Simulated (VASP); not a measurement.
Runs of VASP 6.6.1 on ZnH. The structure is cubic, space group F-43m (No. 216). Conventional cell: a = 4.432 Å, b = 4.432 Å, c = 4.432 Å, α = 90.00°, β = 90.00°, γ = 90.00°. Zn (site symmetry -43m) is surrounded by 4 H at 1.92 Å. Around H (site symmetry -43m) lie 4 Zn at 1.92 Å. The cell was built by a generator and needn't be a form met in nature.

| level | potentials or basis | pressure (GPa) |
| --- | --- | --- |
| PBE | VASP PAW PBE potentials, release 64 (Zn, H) | 0.3 |
| PBEsol | VASP PAW PBE potentials, release 64 (Zn, H) | (d) |
| BLYP | VASP PAW PBE potentials, release 64 (Zn, H) | 5.3 |
| AM05 | VASP PAW PBE potentials, release 64 (Zn, H) | -3.0 |
| revPBE | VASP PAW PBE potentials, release 64 (Zn, H) | 1.8 |
| RPBE | VASP PAW PBE potentials, release 64 (Zn, H) | 2.4 |
| TPSS | VASP PAW PBE potentials, release 64 (Zn, H) | -2.8 |
| SCAN | VASP PAW PBE potentials, release 64 (Zn, H) | -3.5 |
| r2SCAN | VASP PAW PBE potentials, release 64 (Zn, H) | (c) |
| PW91 | VASP PAW PBE potentials, release 64 (Zn, H) | (b) |
| LDA | VASP PAW LDA potentials, release 64 (Zn, H) | (a) |

Alike in all rows: task band structure; no spin polarisation; cell as given; k mesh 10 × 10 × 10; cutoff (eV) 520; smearing fermi-dirac 0.05 eV.

**Question.** Fill in the values left out.

**Answer.** (a) -4.9; (b) 0.4; (c) -2.6; (d) -3.1.

Caveats: the PAW data sets were made with another functional, which shifts forces and pressure a little (some runs).
